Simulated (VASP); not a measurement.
GaSb (zinc blende):

```yaml
crystal:
  lattice:
    - [0.00000, 3.05000, 3.05000]
    - [3.05000, 0.00000, 3.05000]
    - [3.05000, 3.05000, 0.00000]
  atoms:
    - { symbol: Ga, position: [0.00000, 0.00000, 0.00000] }
    - { symbol: Sb, position: [0.25000, 0.25000, 0.25000] }
```

The lowest empty band near Γ, direction [100], from mBJ (TB09) with spin-orbit coupling in VASP (PAW); its two spin partners are averaged. The gap over the points computed is 0.71 eV, and the next band on that side lies 2.04 eV away at the edge.

Settings: 400 eV cut-off, 8×8×8 Γ-centred mesh, Gaussian smearing of 0.050 eV, potentials Ga_d Sb.

```tsv
distance from the edge in k (1/Å)	distance in energy (meV)
0.012	11.3
0.018	25.0
0.025	46.9
0.035	87.5
0.050	163.3
0.070	281.6
```

Fit E(1 + αE) = ħ²k²/2m* (ħ²/2m0 = 3.810 eV Å²) and predict the row at 0.095 1/Å.

Least squares on the energies gives the electron mass m* = 0.048 m0 and α = 1.40 per eV, and so 445.4 meV. The run gave 443.0 meV, -2.4 meV from the fit. So light an electron mass at Γ scales with the gap, and carries this level's error in it.

Left out are points under 3 meV from the edge, since the levels carry 0.1 meV, and points farther than half the way to the next band.

The compound is GaSb in the zinc blende structure. The cell was not relaxed at this level.
